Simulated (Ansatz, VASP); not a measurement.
# Cross-check of BaTiO3 between VASP and Ansatz

Wanted: the spread between two codes on one cell, functional and k mesh. The cell is taken from a series of runs on this material, whose earlier steps may have relaxed, scaled, displaced or heated it; both programs get it as it stands.

Calculated with Ansatz 0.2.0; plane waves, with VASP 6.6.1 beside it; dielectric response at LDA.

## Step 1: The starting structure

Symmetry: Pm-3m, No. 221, cubic system. Conventional cell: a = 4.006 Å, b = 4.006 Å, c = 4.006 Å, α = 90.00°, β = 90.00°, γ = 90.00°. Nearest to Ba lie 12 O at 2.83 Å. Nearest to Ti lie 6 O at 2.00 Å. O has 2 Ti at 2.00 Å and 4 Ba at 2.83 Å nearest. Farther neighbours and most contacts between anions are not listed.

Structure file:

```xyz
5
Lattice="4.0060 0.0000 0.0000 0.0000 4.0060 0.0000 0.0000 0.0000 4.0060" Properties=species:S:1:pos:R:3 pbc="T T T"
Ba    2.0030    2.0030    2.0030
Ti    0.0000    0.0000    0.0000
O     2.0030    0.0000    0.0000
O     0.0000    2.0030    0.0000
O     0.0000    0.0000    2.0030
```

## Step 2: VASP: dielectric response, LDA

The response to a field tests empty states and converges slowly with the mesh.

Lines of VASP's logs that name or quote its potential files are left out, and so is its time.

Input file INCAR:

```
SYSTEM = BaTiO3
PREC = Accurate
ENCUT = 520
EDIFF = 1E-08
NELM = 120
ISMEAR = 0
SIGMA = 0.01
LREAL = .FALSE.
ALGO = Normal
GGA = CA
NBANDS = 26
LASPH = .TRUE.
LORBIT = 11
LWAVE = .FALSE.
LCHARG = .FALSE.
ISIF = 2
LEPSILON = .TRUE.
GGA_COMPAT = .FALSE.
EFERMI = MIDGAP
KPAR = 2
```

Input file POSCAR:

```
BaTiO3
1.0
    4.0060000000      0.0000000000      0.0000000000
    0.0000000000      4.0060000000      0.0000000000
    0.0000000000      0.0000000000      4.0060000000
Ba Ti O
1 1 3
Direct
    0.5000000000      0.5000000000      0.5000000000
    0.0000000000      0.0000000000      0.0000000000
    0.5000000000      0.0000000000      0.0000000000
    0.0000000000      0.5000000000      0.0000000000
    0.0000000000      0.0000000000      0.5000000000
```

Input file KPOINTS:

```
Automatic mesh
0
Gamma
6 6 6
0 0 0
```

PAW data sets: Ba_sv, Ti_sv and O (LDA family, release 64).

Started as:

```sh
$ mpirun -np 2 vasp_std
```

Numbers of over 12 decimals in the logs are rounded to 6 here.

The log of the run:

```text
[banner, memory and clock lines left out]
running    2 mpi-ranks, on    1 nodes
 distrk:  each k-point on    1 cores,    2 groups
 distr:  one band on    1 cores,    1 groups

 POSCAR found type information on POSCAR BaTiO
 POSCAR found :  3 types and       5 ions
 LDA part: xc-table for (Slater(with rela. corr.)+CA(PZ))
 , standard interpolation
 POSCAR, INCAR and KPOINTS ok, starting setup
 FFT: planning ... GRIDC
 FFT: planning ... GRID_SOFT
 FFT: planning ... GRID
 WAVECAR not read
 entering main loop
       N       E                     dE             d eps       ncg     rms          rms(c)
DAV:   1     0.415388371391E+03    0.41539E+03   -0.20751E+04  1040   0.162E+03
DAV:   2    -0.182518166690E+02   -0.43364E+03   -0.41952E+03  1296   0.435E+02
DAV:   3    -0.530411319869E+02   -0.34789E+02   -0.34632E+02  1228   0.131E+02
DAV:   4    -0.547965808945E+02   -0.17554E+01   -0.17536E+01  1630   0.256E+01
DAV:   5    -0.548289364378E+02   -0.32356E-01   -0.32343E-01  1390   0.323E+00    0.224E+01
DAV:   6    -0.444944823892E+02    0.10334E+02   -0.66360E+01  1508   0.701E+01    0.102E+01
DAV:   7    -0.443223057257E+02    0.17218E+00   -0.11278E+01  1344   0.242E+01    0.638E+00
DAV:   8    -0.441031096420E+02    0.21920E+00   -0.99277E-01  1310   0.902E+00    0.275E+00
DAV:   9    -0.441162752833E+02   -0.13166E-01   -0.25669E-01  1424   0.339E+00    0.124E+00
DAV:  10    -0.440981861502E+02    0.18089E-01   -0.93108E-02  1264   0.324E+00    0.334E-01
DAV:  11    -0.440974798331E+02    0.70632E-03   -0.39444E-03  1438   0.487E-01    0.606E-02
DAV:  12    -0.440974418046E+02    0.38028E-04   -0.36395E-04  1200   0.195E-01    0.277E-02
DAV:  13    -0.440974296235E+02    0.12181E-04   -0.59551E-05  1542   0.645E-02    0.142E-02
DAV:  14    -0.440974294200E+02    0.20350E-06   -0.23268E-06  1288   0.111E-02    0.279E-03
DAV:  15    -0.440974294016E+02    0.18415E-07   -0.90882E-07  1290   0.571E-03    0.783E-04
DAV:  16    -0.440974293983E+02    0.32760E-08   -0.76671E-08  1318   0.193E-03
   1 F= -.44097429E+02 E0= -.44097429E+02  d E =0.000000E+00
 Linear response reoptimize wavefunctions to high precision
DAV:   1    -0.440974293939E+02    0.44374E-08   -0.89658E-09  1102   0.940E-04
DAV:   2    -0.440974293940E+02   -0.15552E-09   -0.72100E-10   670   0.186E-04
DAV:   3    -0.440974293940E+02    0.24556E-10   -0.18965E-10   666   0.820E-05
 Linear response G [H, r] |phi>, progress :
  Direction:   1
       N       E                     dE             d eps       ncg     rms
RMM:   1    -0.137558126171E+03   -0.13756E+03   -0.18159E+03  1641   0.621E+02
RMM:   2    -0.137629145882E+03   -0.71020E-01   -0.87092E+01  1836   0.500E+01
RMM:   3    -0.140223689384E+03   -0.25945E+01   -0.21220E+01  2230   0.149E+01
RMM:   4    -0.140825254245E+03   -0.60156E+00   -0.54315E+00  2448   0.612E+00
RMM:   5    -0.140968463135E+03   -0.14321E+00   -0.16042E+00  2472   0.302E+00
RMM:   6    -0.141058510905E+03   -0.90048E-01   -0.89999E-01  2514   0.172E+00
RMM:   7    -0.141082769562E+03   -0.24259E-01   -0.36761E-01  2499   0.105E+00
RMM:   8    -0.141097060824E+03   -0.14291E-01   -0.13270E-01  2516   0.665E-01
RMM:   9    -0.141104224752E+03   -0.71639E-02   -0.98134E-02  2485   0.460E-01
RMM:  10    -0.141107830265E+03   -0.36055E-02   -0.65909E-02  2436   0.325E-01
RMM:  11    -0.141110390324E+03   -0.25601E-02   -0.37203E-02  2372   0.247E-01
RMM:  12    -0.141111232241E+03   -0.84192E-03   -0.31784E-02  2344   0.200E-01
RMM:  13    -0.141112018425E+03   -0.78618E-03   -0.29015E-02  2329   0.165E-01
RMM:  14    -0.141112560491E+03   -0.54207E-03   -0.22659E-02  2278   0.139E-01
RMM:  15    -0.141113005050E+03   -0.44456E-03   -0.43447E-03  2264   0.120E-01
RMM:  16    -0.141113287733E+03   -0.28268E-03   -0.15730E-02  2262   0.108E-01
RMM:  17    -0.141113353522E+03   -0.65789E-04   -0.35012E-03  2232   0.988E-02
RMM:  18    -0.141113453051E+03   -0.99529E-04   -0.72809E-04  2240   0.908E-02
RMM:  19    -0.141113568036E+03   -0.11498E-03   -0.58852E-03  2228   0.855E-02
RMM:  20    -0.141113637852E+03   -0.69816E-04   -0.30211E-03  2205   0.802E-02
RMM:  21    -0.141113652915E+03   -0.15063E-04   -0.11240E-04  2217   0.765E-02
RMM:  22    -0.141113684443E+03   -0.31527E-04   -0.40471E-03  2208   0.734E-02
RMM:  23    -0.141113781242E+03   -0.96799E-04   -0.58944E-04  2206   0.710E-02
RMM:  24    -0.141113717741E+03    0.63502E-04    0.28926E-04  2208   0.696E-02
 Linear response G [H, r] |phi>, progress :
  Direction:   2
       N       E                     dE             d eps       ncg     rms
RMM:   1    -0.143280936340E+03   -0.14328E+03   -0.14823E+03  1618   0.633E+02
RMM:   2    -0.151458768703E+03   -0.81778E+01   -0.96753E+01  1886   0.534E+01
RMM:   3    -0.155234541203E+03   -0.37758E+01   -0.29152E+01  2337   0.171E+01
RMM:   4    -0.156001143093E+03   -0.76660E+00   -0.71441E+00  2511   0.757E+00
RMM:   5    -0.156190349489E+03   -0.18921E+00   -0.23443E+00  2563   0.393E+00
[...]
RMM:   4    -0.152400161385E+01   -0.93133E-03   -0.18613E-02  2353   0.347E-01
RMM:   5    -0.152494612812E+01   -0.94451E-03   -0.71952E-03  2365   0.170E-01
RMM:   6    -0.152519718588E+01   -0.25106E-03   -0.32848E-03  2336   0.940E-02
RMM:   7    -0.152531687796E+01   -0.11969E-03   -0.14353E-03  2230   0.551E-02
[...]
RMM:   7    -0.109410245197E+01   -0.62436E-03   -0.29078E-03  4517   0.106E-01    0.275E-02
RMM:   8    -0.109493247080E+01   -0.83002E-03   -0.86126E-04  4273   0.701E-02    0.743E-03
RMM:   9    -0.109494031051E+01   -0.78397E-05   -0.72236E-04  4537   0.398E-02    0.212E-03
RMM:  10    -0.109496652520E+01   -0.26215E-04   -0.42732E-04  4686   0.249E-02    0.192E-03
RMM:  11    -0.109504400685E+01   -0.77482E-04   -0.17835E-04  4645   0.169E-02    0.114E-03
RMM:  12    -0.109507547057E+01   -0.31464E-04   -0.16109E-04  4661   0.126E-02    0.715E-04
RMM:  13    -0.109509374060E+01   -0.18270E-04   -0.95813E-05  4627   0.980E-03    0.394E-04
RMM:  14    -0.109511536852E+01   -0.21628E-04   -0.80346E-05  4509   0.811E-03    0.233E-04
[...]
RMM:  18    -0.109514039125E+01   -0.40872E-05   -0.52529E-05  4406   0.507E-03    0.374E-05
RMM:  19    -0.109514395000E+01   -0.35587E-05   -0.48366E-05  4322   0.476E-03    0.440E-05
RMM:  20    -0.109514288391E+01    0.10661E-05   -0.56497E-05  3783   0.452E-03    0.980E-05
RMM:  21    -0.109514311740E+01   -0.23349E-06   -0.40068E-05  3402   0.436E-03    0.137E-04
RMM:  22    -0.109514326444E+01   -0.14704E-06   -0.41806E-05  3244   0.426E-03    0.188E-04
RMM:  23    -0.109514476968E+01   -0.15052E-05   -0.47418E-05  3315   0.418E-03    0.161E-04
RMM:  24    -0.109514484229E+01   -0.72616E-07   -0.31302E-05  2922   0.412E-03    0.189E-04
RMM:  25    -0.109514516717E+01   -0.32487E-06   -0.32042E-05  2934   0.408E-03    0.186E-04
 change of polarisation eV/A/(eV/A) component  1 :     2.110    -0.286    -0.230
 dielectric tensor                  component  1 :     6.938    -0.805    -0.648
 Linear response to external field, progress :
  Direction:   2
       N       E                     dE             d eps       ncg     rms          rms(c)
RMM:   1    -0.100551313286E+01   -0.10055E+01   -0.41129E+00  3595   0.902E+00
RMM:   2    -0.108515584945E+01   -0.79643E-01   -0.15676E-01  4021   0.186E+00    0.134E+00
RMM:   3    -0.106669116694E+01    0.18465E-01   -0.81466E-02  3967   0.134E+00    0.739E-01
RMM:   4    -0.108338782611E+01   -0.16697E-01   -0.48199E-02  3954   0.112E+00    0.172E-01
RMM:   5    -0.109217273894E+01   -0.87849E-02   -0.18033E-02  4417   0.467E-01    0.482E-02
RMM:   6    -0.109348802129E+01   -0.13153E-02   -0.47257E-03  4533   0.213E-01    0.362E-02
RMM:   7    -0.109409460858E+01   -0.60659E-03   -0.28670E-03  4531   0.105E-01    0.282E-02
RMM:   8    -0.109495392170E+01   -0.85931E-03   -0.64737E-04  4259   0.703E-02    0.788E-03
RMM:   9    -0.109495421302E+01   -0.29132E-06   -0.59572E-04  4521   0.398E-02    0.246E-03
RMM:  10    -0.109497331497E+01   -0.19102E-04   -0.15097E-04  4670   0.249E-02    0.190E-03
RMM:  11    -0.109504782950E+01   -0.74515E-04   -0.44842E-04  4666   0.166E-02    0.119E-03
RMM:  12    -0.109507864213E+01   -0.30813E-04   -0.12102E-04  4659   0.124E-02    0.822E-04
RMM:  13    -0.109510098653E+01   -0.22344E-04   -0.26226E-04  4552   0.948E-03    0.414E-04
RMM:  14    -0.109511569307E+01   -0.14707E-04   -0.74811E-05  4668   0.781E-03    0.393E-04
[...]
RMM:  25    -0.109515111811E+01   -0.69426E-06   -0.11538E-04  2830   0.422E-03    0.663E-05
RMM:  26    -0.109515179002E+01   -0.67191E-06   -0.98896E-05  2779   0.419E-03    0.777E-05
RMM:  27    -0.109515297278E+01   -0.11828E-05   -0.91817E-05  3017   0.416E-03    0.855E-05
RMM:  28    -0.109515341837E+01   -0.44559E-06   -0.75330E-05  2712   0.412E-03    0.102E-04
RMM:  29    -0.109515362274E+01   -0.20436E-06   -0.61998E-05  2668   0.409E-03    0.131E-04
RMM:  30    -0.109515379119E+01   -0.16846E-06   -0.51262E-05  2654   0.407E-03    0.138E-04
RMM:  31    -0.109515394924E+01   -0.15805E-06   -0.42214E-05  2710   0.405E-03    0.150E-04
RMM:  32    -0.109515397994E+01   -0.30695E-07   -0.36150E-05  2646   0.404E-03    0.149E-04
 change of polarisation eV/A/(eV/A) component  2 :    -0.286     2.110    -0.230
 dielectric tensor                  component  2 :    -0.805     6.938    -0.648
 Linear response to external field, progress :
  Direction:   3
       N       E                     dE             d eps       ncg     rms          rms(c)
RMM:   1    -0.100524034041E+01   -0.10052E+01   -0.41101E+00  3588   0.900E+00
RMM:   2    -0.108510214055E+01   -0.79862E-01   -0.15526E-01  4005   0.184E+00    0.134E+00
RMM:   3    -0.106662649718E+01    0.18476E-01   -0.81883E-02  3953   0.134E+00    0.739E-01
RMM:   4    -0.108334748153E+01   -0.16721E-01   -0.48526E-02  3936   0.112E+00    0.172E-01
RMM:   5    -0.109211181791E+01   -0.87643E-02   -0.18108E-02  4393   0.463E-01    0.488E-02
RMM:   6    -0.109344274155E+01   -0.13309E-02   -0.46398E-03  4513   0.208E-01    0.361E-02
RMM:   7    -0.109409691588E+01   -0.65417E-03   -0.32245E-03  4502   0.103E-01    0.276E-02
RMM:   8    -0.109492088877E+01   -0.82397E-03   -0.12243E-03  4254   0.682E-02    0.740E-03
RMM:   9    -0.109491581008E+01    0.50787E-05   -0.86742E-04  4525   0.386E-02    0.209E-03
RMM:  10    -0.109493606539E+01   -0.20255E-04   -0.37654E-04  4666   0.243E-02    0.177E-03
RMM:  11    -0.109500634208E+01   -0.70277E-04   -0.50040E-04  4630   0.166E-02    0.103E-03
RMM:  12    -0.109503513896E+01   -0.28797E-04   -0.32977E-04  4694   0.124E-02    0.842E-04
RMM:  13    -0.109506902967E+01   -0.33891E-04   -0.26984E-04  4456   0.986E-03    0.307E-04
RMM:  14    -0.109510013265E+01   -0.31103E-04   -0.18495E-04  4388   0.825E-03    0.313E-04
RMM:  15    -0.109509435791E+01    0.57747E-05   -0.14016E-04  4648   0.690E-03    0.480E-04
RMM:  16    -0.109509431442E+01    0.43488E-07   -0.89621E-05  4742   0.598E-03    0.859E-04
RMM:  17    -0.109510024110E+01   -0.59267E-05   -0.57186E-05  4407   0.535E-03    0.899E-04
RMM:  18    -0.109510152069E+01   -0.12796E-05   -0.48436E-05  3839   0.490E-03    0.103E-03
RMM:  19    -0.109510313522E+01   -0.16145E-05   -0.41793E-05  3677   0.460E-03    0.110E-03
RMM:  20    -0.109511133637E+01   -0.82011E-05   -0.27192E-05  4383   0.452E-03    0.875E-04
RMM:  21    -0.109511197690E+01   -0.64052E-06   -0.28545E-05  3645   0.427E-03    0.912E-04
RMM:  22    -0.109511263064E+01   -0.65374E-06   -0.24908E-05  3827   0.419E-03    0.897E-04
RMM:  23    -0.109511213799E+01    0.49265E-06   -0.24357E-05  3149   0.411E-03    0.945E-04
 change of polarisation eV/A/(eV/A) component  3 :    -0.181    -0.335     2.110
 dielectric tensor                  component  3 :    -0.510    -0.943     6.938
 Born effective charges drift removed
```

Parts of OUTCAR (step 2):

```text
ion  position               nearest neighbor table
   1  0.500  0.500  0.500-   3 2.83   4 2.83   5 2.83   3 2.83   4 2.83   3 2.83   5 2.83   3 2.83
                             4 2.83   5 2.83   4 2.83   5 2.83   2 3.47   2 3.47   2 3.47   2 3.47
   2  0.000  0.000  0.000-   3 2.00   4 2.00   5 2.00   5 2.00   4 2.00   3 2.00   1 3.47   1 3.47
                             1 3.47   1 3.47   1 3.47   1 3.47   1 3.47   1 3.47
   3  0.500  0.000  0.000-   2 2.00   2 2.00   1 2.83   1 2.83   1 2.83   1 2.83
   4  0.000  0.500  0.000-   2 2.00   2 2.00   1 2.83   1 2.83   1 2.83   1 2.83
   5  0.000  0.000  0.500-   2 2.00   2 2.00   1 2.83   1 2.83   1 2.83   1 2.83

  LATTYP: Found a simple cubic cell.
 ALAT       =     4.0060000000

 Subroutine GETGRP returns: Found 48 space group operations
 (whereof 48 operations were pure point group operations)

The static configuration has the point symmetry O_h .

 Found     20 irreducible k-points:

   k-points           NKPTS =     20   k-points in BZ     NKDIM =     20   number of bands    NBANDS=     26

   dimension x,y,z NGX =    30 NGY =   30 NGZ =   30
   dimension x,y,z NGXF=    60 NGYF=   60 NGZF=   60

   ENCUT  =  520.0 eV  38.22 Ry    6.18 a.u.   7.45  7.45  7.45*2*pi/ulx,y,z

   NELECT =      40.0000    total number of electrons

 k-points in reciprocal lattice and weights: Automatic mesh
   0.00000000  0.00000000  0.00000000       0.005
   0.16666667  0.00000000  0.00000000       0.028
   0.33333333  0.00000000  0.00000000       0.028
   0.50000000  0.00000000  0.00000000       0.014
   0.16666667  0.16666667  0.00000000       0.056
   0.33333333  0.16666667  0.00000000       0.111
   0.50000000  0.16666667  0.00000000       0.056
   0.33333333  0.33333333  0.00000000       0.056
   0.50000000  0.33333333  0.00000000       0.056
[...]
0.50000000  0.50000000  0.33333333       0.028
   0.50000000  0.50000000  0.50000000       0.005

 average (electrostatic) potential at core
       1 -32.2312       2 -77.1696       3 -70.8717       4 -70.8717       5 -70.8717

  Total       -2.9202819     -2.9202819     -2.9202819      0.0000000      0.0000000      0.0000000
  in kB      -72.7784047    -72.7784047    -72.7784047      0.0000000      0.0000000      0.0000000
  external PRESSURE =     -72.7784047 kB  Pullay stress =       0.0000000 kB

  energy-cutoff  :      520.00
  volume of cell :       64.29
      direct lattice vectors                 reciprocal lattice vectors
     4.006000000  0.000000000  0.000000000     0.249625562  0.000000000  0.000000000
     0.000000000  4.006000000  0.000000000     0.000000000  0.249625562  0.000000000
     0.000000000  0.000000000  4.006000000     0.000000000  0.000000000  0.249625562

 POSITION                                       TOTAL-FORCE (eV/Angst)
 -----------------------------------------------------------------------------------
      2.00300      2.00300      2.00300         0.000000      0.000000      0.000000
      0.00000      0.00000      0.00000         0.000000      0.000000      0.000000
      2.00300      0.00000      0.00000         0.000000      0.000000      0.000000
      0.00000      2.00300      0.00000         0.000000      0.000000      0.000000
      0.00000      0.00000      2.00300         0.000000      0.000000      0.000000
 -----------------------------------------------------------------------------------
    total drift:                                0.000000     -0.000000      0.000000

 MACROSCOPIC STATIC DIELECTRIC TENSOR (including local field effects in DFT)
 ------------------------------------------------------
           6.937876     0.000000     0.000000
          -0.000000     6.937876    -0.000000
           0.000000     0.000000     6.937876
 ------------------------------------------------------

 PIEZOELECTRIC TENSOR (including local field effects)  for field in x, y, z        (C/m^2)
          XX          YY          ZZ          XY          YZ          ZX
  --------------------------------------------------------------------------------
  x     0.00000     0.00000     0.00000     0.00000     0.00000     0.00000
  y     0.00000     0.00000     0.00000     0.00000     0.00000     0.00000
  z     0.00000     0.00000     0.00000     0.00000     0.00000     0.00000

 BORN EFFECTIVE CHARGES (including local field effects) (in |e|, cummulative output)
 ---------------------------------------------------------------------------------
 ion    1
    1     2.73200    -0.00000     0.00000
    2    -0.00000     2.73200     0.00000
    3    -0.00000     0.00000     2.73200
 ion    2
    1     7.49419     0.00000     0.00000
    2     0.00000     7.49419     0.00000
    3     0.00000     0.00000     7.49419
 ion    3
    1    -5.91597     0.00000     0.00000
    2    -0.00000    -2.15511    -0.00000
    3     0.00000     0.00000    -2.15511
 ion    4
    1    -2.15511    -0.00000    -0.00000
    2    -0.00000    -5.91597    -0.00000
    3     0.00000    -0.00000    -2.15511
 ion    5
    1    -2.15511     0.00000     0.00000
    2     0.00000    -2.15511    -0.00000
    3     0.00000     0.00000    -5.91597
```

This run has no spin polarisation, so a moment on Ti, if there is one, isn't seen. Harder data sets than Ba_sv exist (the GW ones), and pressures, volumes and forces can shift noticeably with them.

(Part 1 of 2 ends here.)

[Lines on the potential files, build, host, timing and source positions are cut from VASP's logs without a mark.]

[Logs are printed without paths, hosts, clocks, repeated set-up lines and the standing remarks that a program may print on its own settings, such as how far it seeks lower states.]

[Hosts, paths, dates, database ids (printed as entryN), source tags and the programs' standing remarks are cut or masked in the printed files.]
